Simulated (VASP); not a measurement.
Given:

```
CELL_PARAMETERS angstrom
      2.89502     0.00000     0.00000
     -1.44751     2.50716     0.00000
      0.00000     0.00000     2.64338
ATOMIC_POSITIONS crystal
  Mg 0.00000 0.00000 0.00000
  O  0.66667 0.33333 0.50000
```

All values below come from r2SCAN meta-GGA, VASP's PBE PAW potentials (set 64) (plane waves; VASP). Settings: 520 eV cut-off, 12×12×11 Γ-centred mesh, tetrahedra with Blöchl corrections, potentials Mg O.

Problem. Give the energies of bands 2 to 5 at the high-symmetry points, in eV from the valence-band maximum.

Solution. 
```
band      Γ      M      K      A      L      H
----  -----  -----  -----  -----  -----  -----
2     -0.64  -5.09  -3.86  -5.56  -3.93  -3.73
3     -0.64  -1.40  -3.82  -0.10  -3.56  -2.67
4     -0.42  -0.05   0.00  -0.10  -0.90  -2.62
5      4.11   7.64   9.53   9.59   6.75   7.23
```

The gap is indirect, 4.11 eV, from the valence maximum at K to the conduction minimum at Γ.

The structure was generated: MgO was put into the WC type (P-6m2), which need not be its known phase. It was relaxed first.
